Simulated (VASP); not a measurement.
Output of a VASP run:

File OSZICAR:
```
...
DAV:   1    -0.272014008527E+03    0.33116E-03   -0.41021E-01   704   0.116E+00    0.170E-01
RMM:   2    -0.272015752178E+03   -0.17437E-02   -0.20612E-02   640   0.253E-01    0.641E-02
RMM:   3    -0.272016122684E+03   -0.37051E-03   -0.34275E-03   681   0.103E-01    0.394E-02
RMM:   4    -0.272016147326E+03   -0.24642E-04   -0.41718E-04   648   0.380E-02    0.169E-02
RMM:   5    -0.272016154487E+03   -0.71612E-05   -0.84668E-05   555   0.168E-02
  12 F= -.27201615E+03 E0= -.27200023E+03  d E =-.106037E-01  mag=     2.0000
       N       E                     dE             d eps       ncg     rms          rms(c)
DAV:   1    -0.272018253975E+03   -0.21066E-02   -0.55443E-01   656   0.134E+00    0.199E-01
RMM:   2    -0.272020846173E+03   -0.25922E-02   -0.29706E-02   640   0.304E-01    0.742E-02
RMM:   3    -0.272021401083E+03   -0.55491E-03   -0.50899E-03   684   0.127E-01    0.492E-02
RMM:   4    -0.272021435289E+03   -0.34205E-04   -0.64971E-04   653   0.480E-02    0.236E-02
RMM:   5    -0.272021445554E+03   -0.10265E-04   -0.12845E-04   608   0.209E-02    0.128E-02
RMM:   6    -0.272021447016E+03   -0.14618E-05   -0.24265E-05   432   0.897E-03
  13 F= -.27202145E+03 E0= -.27200573E+03  d E =-.529253E-02  mag=     2.0000
       N       E                     dE             d eps       ncg     rms          rms(c)
DAV:   1    -0.272021495503E+03   -0.49949E-04   -0.34502E-02   720   0.333E-01    0.501E-02
RMM:   2    -0.272021657419E+03   -0.16192E-03   -0.18638E-03   640   0.761E-02    0.186E-02
RMM:   3    -0.272021691479E+03   -0.34060E-04   -0.32259E-04   678   0.319E-02    0.123E-02
RMM:   4    -0.272021692788E+03   -0.13094E-05   -0.40032E-05   450   0.120E-02
  14 F= -.27202169E+03 E0= -.27200603E+03  d E =-.553830E-02  mag=     2.0000
       N       E                     dE             d eps       ncg     rms          rms(c)
DAV:   1    -0.272023288368E+03   -0.15969E-02   -0.29309E-01   672   0.972E-01    0.168E-01
RMM:   2    -0.272024901959E+03   -0.16136E-02   -0.18375E-02   640   0.242E-01    0.575E-02
RMM:   3    -0.272025239930E+03   -0.33797E-03   -0.31977E-03   679   0.102E-01    0.378E-02
RMM:   4    -0.272025259142E+03   -0.19211E-04   -0.42092E-04   649   0.392E-02    0.209E-02
RMM:   5    -0.272025264767E+03   -0.56249E-05   -0.91898E-05   556   0.177E-02
  15 F= -.27202526E+03 E0= -.27200966E+03  d E =-.357198E-02  mag=     2.0000
       N       E                     dE             d eps       ncg     rms          rms(c)
DAV:   1    -0.272025328296E+03   -0.69154E-04   -0.11945E-02   704   0.197E-01    0.337E-02
RMM:   2    -0.272025397015E+03   -0.68719E-04   -0.77243E-04   640   0.497E-02    0.125E-02
RMM:   3    -0.272025411910E+03   -0.14896E-04   -0.13915E-04   588   0.214E-02    0.925E-03
RMM:   4    -0.272025412839E+03   -0.92913E-06   -0.18916E-05   411   0.826E-03
  16 F= -.27202541E+03 E0= -.27200982E+03  d E =-.372005E-02  mag=     2.0000
       N       E                     dE             d eps       ncg     rms          rms(c)
DAV:   1    -0.272026113859E+03   -0.70195E-03   -0.12664E-01   672   0.652E-01    0.106E-01
RMM:   2    -0.272026705207E+03   -0.59135E-03   -0.69901E-03   640   0.151E-01    0.367E-02
RMM:   3    -0.272026837532E+03   -0.13232E-03   -0.12533E-03   685   0.647E-02    0.247E-02
RMM:   4    -0.272026845975E+03   -0.84434E-05   -0.16356E-04   630   0.248E-02    0.146E-02
RMM:   5    -0.272026848215E+03   -0.22403E-05   -0.34388E-05   440   0.113E-02
  17 F= -.27202685E+03 E0= -.27201127E+03  d E =-.143538E-02  mag=     2.0000
```

File OUTCAR:
```
------------------------ aborting loop because EDIFF is reached ----------------------------------------
  FORCE on cell =-STRESS in cart. coord.  units (eV):
  Direction    XX          YY          ZZ          XY          YZ          ZX
  --------------------------------------------------------------------------------------
  Total       20.9621954     20.9533595     20.9335187      0.4763180     -0.4888001      0.4821930
  in kB       21.6990435     21.6898971     21.6693588      0.4930612     -0.5059820      0.4991427
  external PRESSURE =      21.6860998 kB  Pullay stress =       0.0000000 kB
  volume of cell :     1547.77
      direct lattice vectors                 reciprocal lattice vectors
    11.567395522  0.000000000  0.000000000     0.086449884  0.000000000  0.000000000
     0.000000000 11.567395522  0.000000000     0.000000000  0.086449884  0.000000000
     0.000000000  0.000000000 11.567395522     0.000000000  0.000000000  0.086449884
 POSITION                                       TOTAL-FORCE (eV/Angst)
 -----------------------------------------------------------------------------------
      5.74920      0.01471      0.01597         0.005499      0.003218      0.001152
      7.24929      1.44670      1.44748        -0.001193     -0.002621     -0.001074
      8.68524      2.87845     11.55701         0.006997     -0.004931     -0.008448
     10.11845      4.31463      1.44650         0.002444     -0.002068      0.002162
      8.68514     11.55653      2.88056         0.005766     -0.005221     -0.007388
     10.11989      1.44472      4.31669         0.004672     -0.000624      0.001931
      0.01112     11.55491     11.55893        -0.004643      0.006571      0.006233
      1.46537      1.43269      1.43535         0.017823     -0.003543     -0.004018
      2.90965      2.88194      0.01102        -0.004725      0.005137      0.006085
      4.39512      4.32529      1.48186        -0.002167      0.001442     -0.007394
      5.79292      5.77320      0.00527        -0.001325      0.005961     -0.007391
      7.24173      7.17094      1.48217        -0.002256     -0.000727     -0.001605
      8.68398      8.65675      0.01111        -0.011136      0.004553      0.001410
     10.13231     10.10144      1.43499         0.006504     -0.014492     -0.004254
      2.90972      0.00857      2.88505        -0.008451     -0.000610      0.005278
      4.39587      1.47920      4.32682         0.005008     -0.002352     -0.000774
      5.92557      2.96578      2.96605        -0.002109     -0.002734      0.007443
      8.60224      5.64030      2.96678        -0.002864      0.005319     -0.000466
     10.08760      7.17059      4.32719         0.006228     -0.002513      0.000030
      5.79297      0.00316      5.77636        -0.000679     -0.008845     -0.001098
      7.24247      1.47850      7.17360         0.000358     -0.001467     -0.000836
      8.60460      2.96203      5.64462        -0.005566      0.008449      0.000877
     10.08836      4.32431      7.17373         0.004951     -0.001817     -0.002768
      8.68420      0.00739      8.66034        -0.009499      0.003034      0.004409
     10.13380      1.43134     10.10458         0.003246     -0.001309     -0.015577
     11.55059      5.81539      0.01637        -0.002911     -0.004365     -0.001120
      1.47572      7.20500      1.47176        -0.005592     -0.005087     -0.005309
      2.87675      8.68913      0.02691         0.004323     -0.010279      0.003778
      4.36017     10.08965      1.47144         0.006658      0.006154     -0.000202
      0.00853      2.87898      2.88025         0.004733     -0.007379     -0.009801
      1.45411      4.31630      4.31824         0.001393      0.004474      0.003348
      2.92875      5.76568      2.93580        -0.006234      0.006660      0.001305
      4.36185      7.20458      4.42827        -0.006956     -0.001121     -0.001773
      5.79949      8.63696      2.93571         0.001339      0.008508      0.000655
      7.24825     10.11190      4.31918        -0.003351     -0.004436      0.001272
     11.55185      0.01376      5.81738        -0.006294      0.003947     -0.003151
      1.47670      1.46960      7.20680        -0.007477     -0.005258     -0.006348
      2.92925      2.93277      5.76634        -0.006566      0.004949      0.006745
      4.36167      4.42652      7.20479        -0.005965     -0.005020     -0.001422
      7.13885      7.20402      7.20548         0.003483      0.002260      0.000472
      8.63154      8.63566      5.76649         0.002461      0.012751      0.005870
     10.09548     10.08904      7.20679         0.001021      0.005665     -0.007024
      2.87601      0.02526      8.69171         0.008454      0.004215     -0.008644
      4.36073      1.47061     10.09042         0.007823     -0.003338      0.006729
      5.80040      2.93438      8.63671        -0.003580     -0.002800      0.010410
      7.24789      4.31797     10.11195         0.002830     -0.001882      0.000849
      8.63203      5.76540      8.63692         0.000668      0.006786      0.011556
     10.09488      7.20538     10.09128         0.008771     -0.009508      0.005107
     11.55680      8.65712      2.88324        -0.003674      0.001175      0.010766
      1.43516     10.12977      4.33911        -0.000147      0.000896      0.004519
     11.56452      5.77271      5.77587         0.006193      0.004591     -0.000266
      1.41944      7.23580      7.23838         0.003890     -0.005583     -0.007237
      2.86576      8.70057      5.82627        -0.003150      0.003932      0.009171
      4.32976     10.14804      7.23811         0.007908     -0.008521     -0.006594
     11.55801      2.88040      8.66039        -0.007379      0.007956      0.000493
      1.43552      4.33658     10.13335         0.000708      0.001565      0.003190
...
```
(Selected blocks of OUTCAR.)

File POSCAR:
```
Ge62P
1
   11.5673955216     0.0000000000     0.0000000000
    0.0000000000    11.5673955216    -0.0000000000
   -0.0000000000    -0.0000000000    11.5673955216
Ge P
62 1
Direct
  0.5000000000   0.0000000000   0.0000000000
  0.6250000000   0.1250000000   0.1250000000
  0.7500000000   0.2500000000   0.0000000000
  0.8750000000   0.3750000000   0.1250000000
  0.7500000000   0.0000000000   0.2500000000
  0.8750000000   0.1250000000   0.3750000000
  0.0000000000   0.0000000000   0.0000000000
  0.1250000000   0.1250000000   0.1250000000
  0.2500000000   0.2500000000   0.0000000000
  0.3750000000   0.3750000000   0.1250000000
  0.5000000000   0.5000000000   0.0000000000
  0.6250000000   0.6250000000   0.1250000000
  0.7500000000   0.7500000000   0.0000000000
  0.8750000000   0.8750000000   0.1250000000
  0.2500000000   0.0000000000   0.2500000000
  0.3750000000   0.1250000000   0.3750000000
  0.5012330000   0.2495230000   0.2541940000
  0.7484960000   0.4973080000   0.2516260000
  0.8750000000   0.6250000000   0.3750000000
  0.5000000000   0.0000000000   0.5000000000
  0.6250000000   0.1250000000   0.6250000000
  0.7496420000   0.2501810000   0.5016310000
  0.8750000000   0.3750000000   0.6250000000
  0.7500000000   0.0000000000   0.7500000000
  0.8750000000   0.1250000000   0.8750000000
  0.0000000000   0.5000000000   0.0000000000
  0.1250000000   0.6250000000   0.1250000000
  0.2500000000   0.7500000000   0.0000000000
  0.3750000000   0.8750000000   0.1250000000
  0.0000000000   0.2500000000   0.2500000000
  0.1250000000   0.3750000000   0.3750000000
  0.2500000000   0.5000000000   0.2500000000
  0.3750000000   0.6250000000   0.3750000000
  0.5000000000   0.7500000000   0.2500000000
  0.6250000000   0.8750000000   0.3750000000
  0.0000000000   0.0000000000   0.5000000000
  0.1250000000   0.1250000000   0.6250000000
  0.2500000000   0.2500000000   0.5000000000
  0.3750000000   0.3750000000   0.6250000000
  0.6250000000   0.6250000000   0.6250000000
  0.7500000000   0.7500000000   0.5000000000
  0.8750000000   0.8750000000   0.6250000000
  0.2500000000   0.0000000000   0.7500000000
  0.3750000000   0.1250000000   0.8750000000
  0.5000000000   0.2500000000   0.7500000000
  0.6250000000   0.3750000000   0.8750000000
  0.7500000000   0.5000000000   0.7500000000
  0.8750000000   0.6250000000   0.8750000000
  0.0000000000   0.7500000000   0.2500000000
  0.1250000000   0.8750000000   0.3750000000
  0.0000000000   0.5000000000   0.5000000000
  0.1250000000   0.6250000000   0.6250000000
  0.2500000000   0.7500000000   0.5000000000
  0.3750000000   0.8750000000   0.6250000000
  0.0000000000   0.2500000000   0.7500000000
  0.1250000000   0.3750000000   0.8750000000
  0.2500000000   0.5000000000   0.7500000000
  0.3750000000   0.6250000000   0.8750000000
  0.5000000000   0.7500000000   0.7500000000
  0.6250000000   0.8750000000   0.8750000000
  0.0000000000   0.7500000000   0.7500000000
  0.1250000000   0.8750000000   0.8750000000
  0.4966770000   0.4974370000   0.4988100000
```

### Question
Reconstruct the remaining input files.

### Answer
Several could match; the one computed here: the input of the run itself, PBE GGA, plane waves, VASP's PBE PAW potentials (set 64).

### INCAR
```
# general
SYSTEM  = Ge62P
PREC    = Normal
ENCUT   = 400
LREAL   = Auto
LASPH   = .TRUE.
ISYM    = 0
NELECT  = 254.0

# electronic loop
EDIFF   = 1E-5
NELM    = 100
NELMIN  = 4
ALGO    = Fast
LMAXMIX = 4

# smearing
ISMEAR  = 0
SIGMA   = 0.05

# functional
GGA     = PE

# spin
ISPIN   = 2
MAGMOM  = 63*0.0317
NUPDOWN = 2

# ions
IBRION  = 2
NSW     = 70
ISIF    = 2
EDIFFG  = -0.03

# output
LWAVE   = .TRUE.
LCHARG  = .FALSE.
LORBIT  = 10
```

### KPOINTS
```
Automatic mesh
0
Gamma
1 1 1
0 0 0
```

POTCAR, in this order: Ge P (PBE.64 set). Program: vasp_gam.

The cell is charged, with a uniform compensating background. The supercell is sampled at Γ alone, which is coarse: total energies, pressure and levels can be off, energies of defects by several tenths of an eV.

The cell is a supercell with a defect, built from Ge (diamond): P_Ge-vac_Ge, charge -1.
